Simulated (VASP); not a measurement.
Elastic constants (GPa) of a crystal from PBE GGA, VASP's PBE PAW potentials (set 64) (VASP):

```
       xx     yy     zz    yz    xz    xy
--  -----  -----  -----  ----  ----  ----
xx  325.2  214.4  214.4   0.0   0.0   0.0
yy  214.4  325.2  214.4   0.0   0.0   0.0
zz  214.4  214.4  325.2   0.0   0.0   0.0
yz    0.0    0.0    0.0  69.2   0.0   0.0
xz    0.0    0.0    0.0   0.0  69.2   0.0
xy    0.0    0.0    0.0   0.0   0.0  69.2
```

Finite-difference elastic constants of metals are sensitive to mesh and smearing; shear constants can be off by tens of GPa.

Q: Work out the Voigt, Reuss and Hill moduli, Young's modulus and Poisson's ratio.

A: All eigenvalues are positive (smallest 69.2 GPa), so the crystal is stable. K_V = (C11+C22+C33+2(C12+C13+C23))/9 = (975.6 + 2×643.2)/9 = 251.3 GPa; G_V = (975.6 − 643.2 + 3×207.6)/15 = 63.7 GPa. From the compliances, K_R = 251.3 GPa and G_R = 62.9 GPa. Hill: K = 251.3 GPa, G = 63.3 GPa, E = 9KG/(3K+G) = 175.2 GPa, ν = (3K−2G)/(2(3K+G)) = 0.384. K/G = 3.97, above Pugh's 1.75; universal anisotropy A^U = 0.06.

Q: With a density of 20.77 g/cm³, what are the mean sound speeds?

A: v_l = √((K+4G/3)/ρ) = 4.02 km/s and v_t = √(G/ρ) = 1.75 km/s. The crystal is Pt (fcc), cubic.

The compound is Pt in the fcc structure. It was relaxed first.
